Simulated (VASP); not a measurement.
A VASP calculation is set up with these files.

### KPOINTS
```
Automatic mesh
0
Gamma
4 4 3
0 0 0
```

File POSCAR:
```
Te
1
    2.2746000000    -3.9397220000     0.0000000000
    2.2746000000     3.9397220000     0.0000000000
    0.0000000000     0.0000000000     6.0486000000
Te
3
Direct
  0.0000000000   0.2630000000   0.6666670000
  0.7370000000   0.7370000000   0.0000000000
  0.2630000000   0.0000000000   0.3333330000
```

### INCAR
```
SYSTEM = Te
PREC = Accurate
ENCUT = 400
EDIFF = 1E-6
NELM = 100
ALGO = Normal
LREAL = .FALSE.
LASPH = .TRUE.
ISMEAR = 0
SIGMA = 0.05
GGA = PE
LMAXMIX = 4
LWAVE = .FALSE.
LCHARG = .FALSE.
ISIF = 2
LSORBIT = .TRUE.
MAGMOM = 0 0 0 0 0 0 0 0 0
GGA_COMPAT = .FALSE.
```

POTCAR, in this order: Te (PBE.64 set). Program: vasp_std.

What VASP printed:

**standard output**
```
 POSCAR found type information on POSCAR Te
 POSCAR found :  1 types and       3 ions
 Reading from existing POTCAR

 -----------------------------------------------------------------------------
|                                                                             |
|     EEEEEEE  RRRRRR   RRRRRR   OOOOOOO  RRRRRR      ###     ###     ###     |
|     E        R     R  R     R  O     O  R     R     ###     ###     ###     |
|     E        R     R  R     R  O     O  R     R     ###     ###     ###     |
|     EEEEE    RRRRRR   RRRRRR   O     O  RRRRRR       #       #       #      |
|     E        R   R    R   R    O     O  R   R                               |
|     E        R    R   R    R   O     O  R    R      ###     ###     ###     |
|     EEEEEEE  R     R  R     R  OOOOOOO  R     R     ###     ###     ###     |
|                                                                             |
|     ERROR: Noncollinear calculations require that VASP is compiled          |
|     without the flag -DNGXhalf and-DNGZhalf.                                |
|     You probably tried to run a noncollinear calculation                    |
|     (LNONCOLLINEAR=T) with the executable vasp_std. Use vasp_ncl            |
|     instead!                                                                |
|                                                                             |
|       ---->  I REFUSE TO CONTINUE WITH THIS SICK JOB ... BYE!!! <----       |
|                                                                             |
 -----------------------------------------------------------------------------
```

**Question.** Read input and log: which fault does this run have?
A) LSORBIT needs the non-collinear program vasp_ncl
B) selective dynamics freezes every atom
C) LEPSILON was set for a metal
D) NBANDS is too small to hold all electrons

**Answer.** A, LSORBIT needs the non-collinear program vasp_ncl. VASP stops with an error: ERROR: Noncollinear calculations require that VASP is compiled without the flag -DNGXhalf and-DNGZhalf. You probably tried to run a noncollinear calculation (LNONCOLLINEAR=T) with the executable vasp_std. Use vasp_ncl instead! ----> I REFUSE TO CONTINUE WITH THIS SICK JOB ... BYE!!! <----

To mend it, run vasp_ncl.

The mended run (PBE GGA with spin-orbit coupling, plane waves, VASP's PBE PAW potentials (set 64)) converges, and its OSZICAR ends with
```
   1 F= -.97538476E+01 E0= -.97538476E+01  d E =-.243599E-15  mag=     0.0000    -0.0000     0.0000
```

The compound is Te in the trig structure. The cell was not relaxed at this level.
